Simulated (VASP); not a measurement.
VASP runs on LaSb (space group Fm-3m) share one base input (PBEsol GGA, plane waves, VASP's PBE PAW potentials (set 64)) and change the settings named in each case.

INCAR:
```
! general
SYSTEM =LaSb
PREC   =Accurate
ENCUT  =300
LREAL  =.FALSE.
LASPH  =.TRUE.

! electronic loop
EDIFF  =1E-6
NELM   =100
ALGO   =Normal
LMAXMIX=6

! smearing
ISMEAR =-1
SIGMA  =0.05

! functional
GGA    =PS

! ions
ISIF   =2

! output
LWAVE  =.FALSE.
LCHARG =.FALSE.
```

**KPOINTS**
```
Automatic mesh
0
Gamma
5 5 5
0 0 0
```

### POSCAR
```
LaSb
1.0
  0.0000000000   3.2266290000   3.2266290000
  3.2266290000   0.0000000000   3.2266290000
  3.2266290000   3.2266290000   0.0000000000
Sb La
1 1
Cart
  0.0000000000   0.0000000000   0.0000000000
  3.2266290000   3.2266290000   3.2266290000
```

POTCAR, in this order: Sb La (PBE.64 set). Program: vasp_std.

```tsv
change	E(σ→0) (eV/atom)	pressure (GPa)	−TS (eV)
base run	-6.1962	-0.07	-0.0076
GGA removed, POTCAR Sb La (LDA.64 set)	-6.4419	-1.40	-0.0073
GGA_COMPAT = .FALSE., LNONCOLLINEAR = .TRUE., LSORBIT = .TRUE., MAGMOM = 0.0 0.0 0.0 0.0 0.0 0.0, program vasp_ncl	-6.3805	-0.22	-0.0067
KPOINTS 1×1×1 Γ-centred mesh	-0.8115	22.54	-0.0869
```
 Energies of different potentials or functionals have different zeros.  Unless said otherwise, spin-orbit coupling is left out, though it shifts the bands of the heavy elements here. At 300 eV the pressure can carry a Pulay error.

Left out are runs that ran out of time, are held back, or changed the cell or the kind of run, fixed moments of cells without a moment, rows past the twelfth, gaps on odd meshes, pressures of charged cells and columns that move by less than the noise.

The structure was generated: LaSb was put into an ordered model structure, which need not be its known phase. The cell was not relaxed at this level, its lattice was scaled by up to 2.5 %.
